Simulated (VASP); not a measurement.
## How biaxial strain in the (0001) plane changes Mg

How do stress and energy of Mg follow biaxial strain in the (0001) plane?

Method: PBEsol; plane waves and PAW (Mg), in the first sound run; inputs show where later runs differ, in VASP 6.6.1.

### 1. The starting structure

Symmetry: P6_3/mmc, No. 194, hexagonal system. The conventional cell has a = 3.210 Å, b = 3.210 Å, c = 5.213 Å, α = 90.00°, β = 90.00°, γ = 120.00°. Nearest to Mg lie 12 Mg at 3.20 to 3.21 Å.

Coordinates:

```cif
data_structure
_symmetry_space_group_name_H-M 'P 1'
_symmetry_Int_Tables_number 1
_cell_length_a 3.2100
_cell_length_b 3.2100
_cell_length_c 5.2130
_cell_angle_alpha 90.000
_cell_angle_beta 90.000
_cell_angle_gamma 120.000
_cell_volume 46.52
loop_
_atom_site_label
_atom_site_type_symbol
_atom_site_fract_x
_atom_site_fract_y
_atom_site_fract_z
_atom_site_occupancy
Mg1 Mg 0.00000 0.00000 0.00000 1
Mg2 Mg 0.33333 0.66667 0.50000 1
```

### 2. Relax the crystal, PBEsol

The series starts from the cell that this level prefers, so that zero strain is near zero stress.

This step took 2 runs in a row; the last is shown.

Level: PBEsol; plane waves and PAW (Mg).

File INCAR:

```
SYSTEM = Mg
PREC = Accurate
ENCUT = 450
EDIFF = 1E-07
NELM = 120
ISMEAR = 1
SIGMA = 0.15
LREAL = .FALSE.
ALGO = Normal
GGA = PS
NBANDS = 8
LASPH = .TRUE.
LORBIT = 11
LWAVE = .FALSE.
LCHARG = .FALSE.
KPAR = 8
IBRION = 2
NSW = 40
ISIF = 3
EDIFFG = -0.005
POTIM = 0.4
```

File POSCAR:

```
Mg
1.0
    3.1737578497      0.0000000000      0.0000000000
   -1.5868789249      2.7485549233      0.0000000000
    0.0000000000      0.0000000000      5.1571085772
Mg
2
Direct
    0.0000000000      0.0000000000      0.0000000000
    0.3333333333      0.6666666667      0.5000000000
```

File KPOINTS:

```
Automatic mesh
0
Gamma
21 21 11
0 0 0
```

PAW data sets: Mg (PBE family, release 64).

The run is started by

```
$ mpirun -np 8 vasp_std
```

Output:

```text
[banner, memory and clock lines left out]
running    8 mpi-ranks, on    1 nodes
[...]
|                                                                             |
|           W    W    AA    RRRRR   N    N  II  N    N   GGGG   !!!           |
|           W    W   A  A   R    R  NN   N  II  NN   N  G    G  !!!           |
|           W    W  A    A  R    R  N N  N  II  N N  N  G       !!!           |
|           W WW W  AAAAAA  RRRRR   N  N N  II  N  N N  G  GGG   !            |
|           WW  WW  A    A  R   R   N   NN  II  N   NN  G    G                |
|           W    W  A    A  R    R  N    N  II  N    N   GGGG   !!!           |
|                                                                             |
|     For optimal performance we recommend to set                             |
|       NCORE = 2 up to number-of-cores-per-socket                            |
|     NCORE specifies how many cores store one orbital (NPAR=cpu/NCORE).      |
|     This setting can greatly improve the performance of VASP for DFT.       |
[...]
|     You enforced a specific xc type in the INCAR file but a different       |
|     [... a line on the potential file left out ...]
|     I HOPE YOU KNOW WHAT YOU ARE DOING!                                     |
|                                                                             |

 LDA part: xc-table for (Slater+PW92), standard interpolation
 POSCAR, INCAR and KPOINTS ok, starting setup
[...]
entering main loop
       N       E                     dE             d eps       ncg     rms          rms(c)
DAV:   1    -0.123217786884E+01   -0.12322E+01   -0.12847E+03  4672   0.306E+02
DAV:   2    -0.345658112235E+01   -0.22244E+01   -0.21519E+01  6112   0.214E+01
DAV:   3    -0.346839674745E+01   -0.11816E-01   -0.11783E-01  6024   0.202E+00
DAV:   4    -0.346843171495E+01   -0.34968E-04   -0.34967E-04  6888   0.918E-02
[...]
DAV:   9    -0.344838897204E+01    0.31460E-06   -0.90109E-07  5272   0.450E-03    0.582E-04
DAV:  10    -0.344838883386E+01    0.13818E-06   -0.35121E-09  4712   0.359E-04    0.121E-04
DAV:  11    -0.344838882883E+01    0.50257E-08   -0.25331E-10  2984   0.113E-04
   1 F= -.34483888E+01 E0= -.34484524E+01  d E =-.344839E+01
[...]
reached required accuracy - stopping structural energy minimisation
```

Elapsed: 12 s, on 8 MPI ranks of AMD EPYC 7R43, shared host; peak memory 1.5 GiB; 90 s of CPU time.

The logs omit lines about the potential files and the build; timing stands in the text.

OUTCAR, selected parts (step 2):

```text
  Total       -0.0070678     -0.0070678     -0.0035947      0.0000000     -0.0000000      0.0000000
  in kB       -0.2517160     -0.2517160     -0.1280225      0.0000000     -0.0000000      0.0000000
  external PRESSURE =      -0.2104849 kB  Pullay stress =       0.0000000 kB

 POSITION                                       TOTAL-FORCE (eV/Angst)
 -----------------------------------------------------------------------------------
      0.00000      0.00000      0.00000         0.000000     -0.000000      0.000000
     -0.00000      1.83237      2.57855        -0.000000      0.000000      0.000000
 -----------------------------------------------------------------------------------
    total drift:                               -0.000000      0.000000      0.000000

  FREE ENERGIE OF THE ION-ELECTRON SYSTEM (eV)
  ---------------------------------------------------
  free  energy   TOTEN  =        -3.4483888288 eV

  energy  without entropy=       -3.4485795586  energy(sigma->0) =       -3.44845241

 reached required accuracy - stopping structural energy minimisation

[... 3 further parts left out ...]
[key lines of the parts left out:]
E-fermi :   2.6942
```

Numbers from this step:

| Item | Value |
| --- | --- |
| energy(sigma→0) of the program | -3.4485 eV |
| stress, compression positive | xx, yy, zz -0.03, -0.03, -0.01 GPa |
| volume | 44.987 Å³ |
| ionic steps | 1 |

### 3. Strain along the normal, PBEsol

One member in full: the plane is strained by -2 %, and the strain along the normal is moved by secant steps until the normal stress is under 0.012 GPa or five steps are spent; the atoms relax at each step.

This step took 3 runs, each at a new trial strain with the atoms of the one before; the last is shown.

Level: PBEsol; plane waves and PAW (Mg).

Edit INCAR of step 2 so:

```diff
@@ -15,7 +15,7 @@
 LCHARG = .FALSE.
-KPAR = 8
-IBRION = 2
-NSW = 40
-ISIF = 3
-EDIFFG = -0.005
-POTIM = 0.4
+KPAR = 2
+IBRION = 1
+NSW = 25
+ISIF = 2
+EDIFFG = -0.004
+POTIM = 0.3
```

File POSCAR:

```
Mg
1.0
    3.1102826930      0.0000000000      0.0000000000
   -1.5551413460      2.6935838250      0.0000000000
    0.0000000000      0.0000000000      5.2053906080
Mg
2
Direct
    0.0000000000      0.0000000000      0.0000000000
    0.3333333333      0.6666666667      0.5000000000
```

KPOINTS is that of step 2.

The run is started by

```
$ mpirun -np 2 vasp_std
```

Output:

```text
[banner, memory and clock lines left out]
running    2 mpi-ranks, on    1 nodes
[...]
[... a notice as in an earlier step ...]

 LDA part: xc-table for (Slater+PW92), standard interpolation
 POSCAR, INCAR and KPOINTS ok, starting setup
[...]
entering main loop
       N       E                     dE             d eps       ncg     rms          rms(c)
DAV:   1    -0.119865158637E+01   -0.11987E+01   -0.13183E+03  4696   0.307E+02
DAV:   2    -0.344607468371E+01   -0.22474E+01   -0.21677E+01  6264   0.217E+01
DAV:   3    -0.345834885914E+01   -0.12274E-01   -0.12267E-01  6128   0.206E+00
DAV:   4    -0.345838434228E+01   -0.35483E-04   -0.35483E-04  6824   0.884E-02
[...]
DAV:   9    -0.343839060467E+01    0.22806E-06   -0.86190E-07  5472   0.454E-03    0.572E-04
DAV:  10    -0.343839049367E+01    0.11101E-06   -0.34269E-09  4384   0.357E-04    0.115E-04
DAV:  11    -0.343839049282E+01    0.84719E-09   -0.24783E-10  2880   0.113E-04
   1 F= -.34383905E+01 E0= -.34385726E+01  d E =-.343839E+01
 BRION: g(F)=  0.279E-50 g(S)=  0.000E+00
 reached required accuracy - stopping structural energy minimisation
```

Wall time 35 s (2 MPI ranks); peak memory 0.37 GiB.

Parts of OUTCAR (step 3):

```text
  Total        0.5245553      0.5245553      0.0026722      0.0000000      0.0000000      0.0000000
  in kB       19.2716187     19.2716187      0.0981721      0.0000000      0.0000000      0.0000000
  external PRESSURE =      12.8804698 kB  Pullay stress =       0.0000000 kB

 POSITION                                       TOTAL-FORCE (eV/Angst)
 -----------------------------------------------------------------------------------
      0.00000      0.00000      0.00000         0.000000     -0.000000      0.000000
      0.00000      1.79572      2.60270        -0.000000      0.000000      0.000000
 -----------------------------------------------------------------------------------
    total drift:                               -0.000000      0.000000      0.000000

  FREE ENERGIE OF THE ION-ELECTRON SYSTEM (eV)
  ---------------------------------------------------
  free  energy   TOTEN  =        -3.4383904928 eV

  energy  without entropy=       -3.4389369299  energy(sigma->0) =       -3.43857264

[... 2 parts as in an earlier step ...]

[... 2 further parts left out ...]
[key lines of the parts left out:]
E-fermi :   2.8478
```

Read from the output:

```
energy(sigma→0) of the program : -3.4386 eV
stress, compression positive   : xx, yy, zz 1.93, 1.93, 0.01 GPa
ionic steps                    : 1
```

### 4. All members

The other members went through these steps as far as the tables show, with the same cutoff and, step by step, the same mesh; 26 runs are not shown. The session took 0.58 core hours (wall time by ranks) on a shared machine.

```tsv
in-plane strain (%)	strain along the normal (%)	in-plane stress, tension positive (GPa)	energy above the unstrained row, extrapolated to no smearing (meV/atom)
-2.000	0.936	-1.927	4.940
-1.500	0.757	-1.370	2.647
-1.000	0.530	-0.864	1.119
-0.500	0.264	-0.405	0.255
0	-0.005	0.024	0.000
0.500	-0.315	?	?
1.000	-0.628	0.777	1.161
1.500	-0.927	1.123	2.471
2.000	-1.208	1.455	4.275
```

### 5. Stress from the known rows

Fitting a parabola to the 8 known rows (e: strain in %) gives stress = − 0.06543 e² + 0.8374 e + 0.02467 in GPa; the residuals are 0.013 GPa r.m.s.

For the withheld row, e = 0.5, the fit gives 0.427 GPa.

### 6. Prediction against calculation

The calculation gives 0.416 GPa, so the prediction is 0.011 GPa too high, within twice the residual of the fit.

Slopes at zero strain, from cubics through all rows: strain ratio -0.591, stress over strain 81 GPa. For (0001) the ratio is −2C₁₃/C₃₃.

### 7. Outcome

* error of the predicted stress: 0.011 GPa
* ratio of normal to in-plane strain: -0.591
* biaxial modulus: 81 GPa

In words: As a check, the curvature of the energy gives 80 GPa for the same modulus (energy per volume = M × strain²), 2 % from the slope of the stress; these energies are extrapolated to no smearing, while the stress belongs to the free energy, so part of the difference may come from that. These are static values: temperature and zero-point motion are left out. In a metal the slopes also depend on mesh and smearing, which were held through the series.

[Lines on the potential files, build, host, timing and source positions are cut from VASP's logs without a mark.]

[Logs are printed without paths, hosts, clocks, repeated set-up lines and the standing remarks that a program may print on its own settings, such as how far it seeks lower states.]

[Hosts, paths, dates, database ids (printed as entryN), source tags and the programs' standing remarks are cut or masked in the printed files.]

[In band tables of VASP the shares of atoms and orbitals are scaled to a sum of 1 inside the atoms' spheres.]
